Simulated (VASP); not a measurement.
Here is the system:

```
KMgF3
1.0
    3.98463     0.00000     0.00000
    0.00000     3.98463     0.00000
    0.00000     0.00000     3.98463
K Mg F
1 1 3
Direct
  0.00000   0.00000   0.00000
  0.50000   0.50000   0.50000
  0.50000   0.00000   0.50000
  0.00000   0.50000   0.50000
  0.50000   0.50000   0.00000
```

All values below come from MS2 meta-GGA, VASP's PBE PAW potentials (set 64) (plane waves; VASP). Run with 520 eV cut-off, 6×6×6 Γ-centred mesh, tetrahedra with Blöchl corrections, potentials K_sv Mg F.

Task: Estimate the energy per atom (σ→0), band gap (over mesh and band path) with the smallest direct gap where there is one.

Result: 
```json
{
 "band gap (over mesh and band path)": "7.83 eV",
 "smallest direct gap (over mesh and band path)": "8.15 eV",
 "energy per atom (σ→0)": "-8.223 eV/atom"
}
```

Only differences to runs with the same potentials and settings are physical.

The compound is KMgF3 in the cubic perovskite structure. It was relaxed first.
